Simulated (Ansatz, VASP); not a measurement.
# One calculation of Al6TeP2, two programs

File INCAR:

```
  ALGO = Normal
  EDIFF = 1E-6
  ENCUT = 520
  GGA = PE
  ISIF = 2
  ISMEAR = 0
  LASPH = T
  LCHARG = F
  LREAL = F
  LWAVE = F
  NBANDS = 27
  NELM = 80
  PREC = Accurate
  SIGMA = 0.1
```

KPOINTS

```
k-points
0
Gamma
  3 3 6
```

POSCAR

```
Al6TeP2
1.0
    7.5373515700      0.0000000000      0.0000000000
   -3.7686757900      6.5275379400      0.0000000000
    0.0000000000      0.0000000000      3.6988157600
Al Te P
6 1 2
Direct
    0.5996000200      0.0000000000      0.0000000000
    0.4003999800      0.4003999800      0.0000000000
    0.0000000000      0.5996000200      0.0000000000
    0.2418000000      0.0000000000      0.5000000000
    0.7582000000      0.7582000000      0.5000000000
    0.0000000000      0.2418000000      0.5000000000
    0.0000000000      0.0000000000      0.0000000000
    0.3333333300      0.6666666700      0.5000000000
    0.6666666700      0.3333333300      0.5000000000
```

Input for Ansatz:

```yaml
crystal:
  lattice:
    - [7.53735157, 0.0, 0.0]
    - [-3.76867579, 6.52753794, 0.0]
    - [0.0, 0.0, 3.69881576]
  atoms:
    - { symbol: Al, position: [0.59960002, 0.0, 0.0] }
    - { symbol: Al, position: [0.40039998, 0.40039998, 0.0] }
    - { symbol: Al, position: [0.0, 0.59960002, 0.0] }
    - { symbol: Al, position: [0.2418, 0.0, 0.5] }
    - { symbol: Al, position: [0.7582, 0.7582, 0.5] }
    - { symbol: Al, position: [0.0, 0.2418, 0.5] }
    - { symbol: Te, position: [0.0, 0.0, 0.0] }
    - { symbol: P, position: [0.33333333, 0.66666667, 0.5] }
    - { symbol: P, position: [0.66666667, 0.33333333, 0.5] }
basis:
  ecutwfc: 420
kpoints:
  mp_grid: { grid: [3, 3, 6] }
hamiltonian:
  xc: pbe
scf:
  occupations: { method: gaussian, width: 0.1 }
  lower_state_search: "off"
output:
  forces: true
  stress: true
  eigenvalues: true
```

Change from the starting cell: species swapped into the Ti6Si2B type (P-62m, No. 189).

Alike in both runs: task single point; functional PBE; k mesh 3 × 3 × 6; occupations gaussian, width 0.1 eV; no spin polarisation.

|  | VASP | Ansatz |
| --- | --- | --- |
| version | VASP 6.6.1 | Ansatz 0.2.0 |
| potentials or method | VASP PAW PBE potentials, release 64 (Al, Te, P) | scalar-relativistic, plane waves, PAW |
| plane-wave cutoff (eV) | 520 | 420 |
| valence electrons in the cell | 34 | 44 |

VASP gave:

```
gap on the k mesh at the Fermi level (eV)       : none
pressure (GPa)                                  : 0.1
largest component of the traceless stress (GPa) : 5.14
rms of the force components (eV/Å)              : 1.134
```

Question: What did Ansatz give for the same quantities?

Answer: gap on the k mesh at the Fermi level (eV): none; pressure (GPa): 0.0; largest component of the traceless stress (GPa): 5.10; rms of the force components (eV/Å): 1.127.

Atom by atom the forces differ by 0.007 eV/Å (rms over components). A gap of «none» marks a metal or a gap that the smearing closes. The functional is the same, so the differences come from potentials, cutoffs and numerics. The two sets of potentials don't hold the same shells in valence.

Caveats: forces of over 1 eV/Å show positions far from the minimum, so gaps and moduli don't describe the material at rest. The runs have no spin-orbit coupling, so splittings on Te are missing.
